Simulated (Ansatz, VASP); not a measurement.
# Cross-check of SnSe2 between VASP and Ansatz, part 2 of 2

One calculation is typed for both programs; each brings its own data sets. How far apart do they land? The cell is generated by rule, not measured, and may not be a known phase. The cell is taken from a series of runs on this material, whose earlier steps may have relaxed, scaled, displaced or heated it; both programs get it as it stands.

VASP 6.6.1 and Ansatz 0.2.0.

So far. Step 2 (Ansatz: single point, r2SCAN, pair 1): The run ends at a pressure of -0.26 GPa, with forces up to 0.36 eV/Å. Step 3 (VASP: single point, r2SCAN, pair 1): The run ends at a pressure of -0.25 GPa, with forces up to 0.36 eV/Å.

**5. VASP: single point, r2SCAN, pair 2**

Level of this step: r2SCAN; plane waves and PAW (Sn_d, Se); invented cell (VASP).

A single point gives forces, pressure and levels at one fixed geometry, so differences don't come from the geometry; what else differs is listed under the comparison.

File INCAR:

```
SYSTEM = SnSe2
PREC = Accurate
ENCUT = 550
EDIFF = 1E-06
NELM = 120
ISMEAR = 1
SIGMA = 0.2
LREAL = .FALSE.
ALGO = Normal
METAGGA = R2SCAN
LASPH = .TRUE.
NBANDS = 32
LORBIT = 11
LWAVE = .FALSE.
LCHARG = .FALSE.
ISIF = 2
GGA_COMPAT = .FALSE.
LMIXTAU = .TRUE.
KPAR = 2
```

File POSCAR:

```
SnSe2
1.0
    6.4844249796      0.0000000000      0.0000000000
    0.0000000000      6.4844249796      0.0000000000
    0.0000000000      0.0000000000      3.9702852424
Sn Se
2 4
Direct
    0.0194436918      0.9805563082      0.0000000000
    0.5406036818      0.4593963182      0.5000000000
    0.2578819173      0.3560241743      0.0000000000
    0.6439758257      0.7421180827      0.0000000000
    0.8108922669      0.1891077331      0.5000000000
    0.1969861754      0.8030138246      0.5000000000
```

File KPOINTS:

```
Automatic mesh
0
Gamma
6 6 12
0 0 0
```

PAW data sets: Sn_d and Se (PBE family, release 64).

Launch:

```bash
mpirun -np 2 vasp_std
```

Numbers of over 12 decimals in the logs are rounded to 6 here.

The program printed:

```text
[banner, memory and clock lines left out]
running    2 mpi-ranks, on    1 nodes
[...]
[... a notice as in an earlier step ...]

 LDA part: xc-table for (None), standard interpolation
 POSCAR, INCAR and KPOINTS ok, starting setup
[...]
entering main loop
       N       E                     dE             d eps       ncg     rms          rms(c)
DAV:   1     0.429860692001E+03    0.42986E+03   -0.24582E+04  5920   0.198E+03
DAV:   2    -0.375959276662E+02   -0.46746E+03   -0.45521E+03  5920   0.513E+02
DAV:   3    -0.113173314867E+03   -0.75577E+02   -0.74139E+02  7104   0.179E+02
DAV:   4    -0.117132960615E+03   -0.39596E+01   -0.39282E+01  6904   0.441E+01
[...]
DAV:  19    -0.107916214776E+03   -0.37808E-05   -0.16265E-06  4296   0.118E-02    0.244E-03
DAV:  20    -0.107916216779E+03   -0.20029E-05   -0.13493E-06  3768   0.968E-03    0.101E-03
DAV:  21    -0.107916216677E+03    0.10201E-06   -0.58849E-07  3224   0.695E-03
   1 F= -.10791622E+03 E0= -.10791723E+03  d E =0.303244E-02
```

From OUTCAR (step 5):

```text
  Total       -0.1275451     -0.1275451     -0.5427075     -4.5539271      0.0000000      0.0000000
  in kB       -1.2240793     -1.2240793     -5.2084889    -43.7050889      0.0000000      0.0000000
  external PRESSURE =      -2.5522158 kB  Pullay stress =       0.0000000 kB

 POSITION                                       TOTAL-FORCE (eV/Angst)
 -----------------------------------------------------------------------------------
      0.12608      6.35834      0.00000        -0.170083      0.170083      0.000000
      3.50550      2.97892      1.98514        -0.963095      0.963095      0.000000
      1.67222      2.30861      0.00000         0.510894     -0.134685      0.000000
      4.17581      4.81221      0.00000         0.134685     -0.510894      0.000000
      5.25817      1.22625      1.98514         0.552258     -0.552258      0.000000
      1.27734      5.20708      1.98514        -0.064660      0.064660      0.000000
 -----------------------------------------------------------------------------------
    total drift:                                0.000610     -0.000610     -0.000000

  FREE ENERGIE OF THE ION-ELECTRON SYSTEM (eV)
  ---------------------------------------------------
  free  energy   TOTEN  =      -107.9162166772 eV

  energy  without entropy=     -107.9192491143  energy(sigma->0) =     -107.91722749

[... 2 parts as in an earlier step ...]

[... 1 further part left out ...]
[key lines of the parts left out:]
E-fermi :   3.6542
```

The run ends at a pressure of -0.26 GPa, with forces up to 1.4 eV/Å.

**6. Ansatz: single point, r2SCAN, pair 2**

The same cell, functional, mesh and smearing now go to Ansatz, which takes its cutoff from its data sets.

The cell is taken from a series of runs on this material, whose earlier steps may have relaxed, scaled, displaced or heated it; both programs get it as it stands.

File input.yaml:

```yaml
crystal:
  lattice:
    - [6.4844249796, 0.0, 0.0]
    - [0.0, 6.4844249796, 0.0]
    - [0.0, 0.0, 3.9702852424]
  atoms:
    - { symbol: Sn, position: [0.0194436918, -0.0194436918, 0.0] }
    - { symbol: Sn, position: [0.5406036818, 0.4593963182, 0.5] }
    - { symbol: Se, position: [0.2578819173, 0.3560241743, 0.0] }
    - { symbol: Se, position: [0.6439758257, 0.7421180827, 0.0] }
    - { symbol: Se, position: [0.8108922669, 0.1891077331, 0.5] }
    - { symbol: Se, position: [0.1969861754, 0.8030138246, 0.5] }
kpoints:
  mp_grid: { grid: [6, 6, 12] }
hamiltonian:
  xc: r2scan
scf:
  occupations: { method: methfessel_paxton, width: 0.2 }
output:
  forces: true
  stress: true
  eigenvalues: true
```

Launch:

```bash
ansatz run input.yaml --threads 8 --pin off --max-ram 14336MiB --backend cpu --events-out ev --progress --plain --runs-dir out
```

The program printed:

```text
[...]
Crystal: 6 atoms, lattice volume = 166.942 Å³
Basis set: ecut = 500 eV, 4235 PW (Γ), exchange–correlation on 192×192×120 points (64 copies of the dense FFT grid, shifted against one another)
Bands: 56, of which v1, the nominal top of the filled ones, is band 46 counted from 1 (45 counted from 0)
Symmetry: 4 space group operations
[...]
k-point 0: bands = [... 42 lower, 6.2737, 6.4090, 6.7174, 6.9298, 7.4417, 8.7164, 10.3428, 10.4652, ... 6 higher]
  k-point 1: bands = [... 42 lower, 6.0216, 6.8057, 6.9817, 7.0715, 7.4169, 8.9322, 10.6105, 10.8257, ... 6 higher]
  k-point 2: bands = [... 42 lower, 5.3214, 6.8095, 6.9021, 7.2870, 7.7207, 9.3773, 10.6943, 11.1875, ... 6 higher]
  k-point 90: bands = [... 42 lower, 6.0326, 6.2479, 6.3764, 6.4215, 7.5521, 7.7624, 11.2915, 11.3365, ... 6 higher]
[key lines of the parts left out:]
SCF converged after 10 iterations
Free energy (F): -33990.981024 eV
Fermi energy:    7.304972 eV
P = ⅓ Tr σ = -0.2668 GPa (-2.668 kbar)
```

The run ends at a pressure of -0.27 GPa, with forces up to 1.4 eV/Å.

**7. Side by side**

What differs besides the data sets and the points named for the pairs above, as far as they apply: the data sets hold 92 valence electrons in Ansatz (on its default PAW (the set named soft_2) files) and 52 in VASP. Total energies have different zeros and are not compared.

Compared:

| quantity | Ansatz | VASP | difference |
| --- | --- | --- | --- |
| pressure (GPa) | -0.27 | -0.26 | -0.01 |

Forces (eV/Å; atoms numbered as in POSCAR):

| atom | Ansatz x, y, z | VASP x, y, z |
| --- | --- | --- |
| Sn1 | -0.171, 0.171, 0.000 | -0.170, 0.170, 0.000 |
| Sn2 | -0.964, 0.964, 0.000 | -0.963, 0.963, 0.000 |
| Se3 | 0.514, -0.137, 0.000 | 0.511, -0.135, 0.000 |
| Se4 | 0.137, -0.514, 0.000 | 0.135, -0.511, 0.000 |
| Se5 | 0.554, -0.554, 0.000 | 0.552, -0.552, 0.000 |
| Se6 | -0.070, 0.070, 0.000 | -0.065, 0.065, 0.000 |

The forces differ by 2.3 meV/Å r.m.s., which is 0.6 % of the r.m.s. force of 0.414 eV/Å (both taken over all components).

**8. Summary of results**

```yaml
r_m_s_force_difference_single_point_r2scan_pair_1: 2.3 meV/Å
r_m_s_force_difference_single_point_r2scan_pair_2: 0.55 % of the r.m.s. force
```

**Reading.** The r.m.s. force difference is 2.3 meV/Å (single point, r2SCAN, pair 1), within the 12 meV/Å picked in this series as the mark of a large difference. The data sets hold unlike numbers of valence electrons (92 in Ansatz and 52 in VASP), so part of the differences comes from the potentials. How closely two codes agree says nothing of how well the functional describes the real material.

[Lines on the potential files, build, host, timing and source positions are cut from VASP's logs without a mark.]

[Logs are printed without paths, hosts, clocks, repeated set-up lines and the standing remarks that a program may print on its own settings, such as how far it seeks lower states.]

[Hosts, paths, dates, database ids (printed as entryN), source tags and the programs' standing remarks are cut or masked in the printed files.]
